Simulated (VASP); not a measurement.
An input for Quantum ESPRESSO's pw.x (written as the equivalent of a VASP run, and not itself run):

```
&CONTROL
  calculation = 'vc-relax'
  pseudo_dir = './pseudo'
  outdir = './out'
  tprnfor = .true.
  tstress = .true.
  nstep = 60
  forc_conv_thr = 0.00078
/
&SYSTEM
  ibrav = 0
  nat = 6
  ntyp = 2
  ecutwfc = 86
  occupations = 'smearing'
  smearing = 'gaussian'
  degauss = 0.003675
  input_dft = 'vdw-df-ob86'
/
&ELECTRONS
  conv_thr = 7.3e-08
  electron_maxstep = 100
/
&IONS
/
&CELL
/
ATOMIC_SPECIES
  W 183.840 W.upf
  Se 78.971 Se.upf
CELL_PARAMETERS angstrom
     1.6354512   -2.8326843    0.0000000
     1.6354512    2.8326843   -0.0000000
    -0.0000000   -0.0000000   13.0221052
ATOMIC_POSITIONS crystal
  W    0.3333330  0.6666670  0.2500000
  W    0.6666670  0.3333330  0.7500000
  Se   0.3333330  0.6666670  0.8789137
  Se   0.6666670  0.3333330  0.3789137
  Se   0.6666670  0.3333330  0.1210863
  Se   0.3333330  0.6666670  0.6210863
K_POINTS automatic
  7 7 2 0 0 0
```

Question: Translate this input to VASP (INCAR, KPOINTS, POSCAR, choice of POTCAR).

Answer: Several could match; the one computed here: 
**POSCAR**
```
WSe2
1.0
  1.6354512479  -2.8326843329   0.0000000000
  1.6354512479   2.8326843329   0.0000000000
  0.0000000000   0.0000000000  13.0221052415
W Se
2 4
Cart
  1.6354512479   0.9442299994   3.2555263104
  1.6354512479  -0.9442299994   9.7665789311
  1.6354512479   0.9442299994  11.4453068806
  1.6354512479  -0.9442299994   4.9342542599
  1.6354512479  -0.9442299994   1.5767983609
  1.6354512479   0.9442299994   8.0878509816
```

**KPOINTS**
```
kpoints
0
Gamma
 7 7 2
0 0 0
```

**INCAR**
```
LUSE_VDW=.TRUE.
NSW=60   # most ionic steps
PREC=Accurate
EDIFFG=-0.02   # ionic stop
LMAXMIX=6   # l cut-off of mixed one-centre charges
AGGAC=0.0
ENCUT=520
SIGMA=0.05
LWAVE=.FALSE.
ISMEAR=0
SYSTEM=WSe2
ISIF=3   # ions, shape and volume
EDIFF=1E-6   # SCF stop (eV)
LCHARG=.FALSE.
LASPH=.TRUE.   # aspherical one-centre terms
GGA=MK
NELM=100
ALGO=Normal   # blocked Davidson
IBRION=2   # conjugate gradients
PARAM2=1.0
PARAM1=0.1234
LREAL=.FALSE.   # projection in real space or not
```

POTCAR, in this order: W_sv Se (PBE.64 set). Program: vasp_std.

What does not carry over: the potentials are each code's own (VASP's PAW set, PseudoDojo norm-conserving files in pw.x), so ENCUT and ecutwfc are chosen apart and not converted; conv_thr bounds pw.x's estimated SCF error, while EDIFF bounds the energy change between steps; forc_conv_thr acts on force components and is met together with etot_conv_thr.

The compound is WSe2 in the 2H layered structure. This run relaxes it. Symmetry was kept, so distortions that lower it aren't found. The start is the result of an earlier pass.
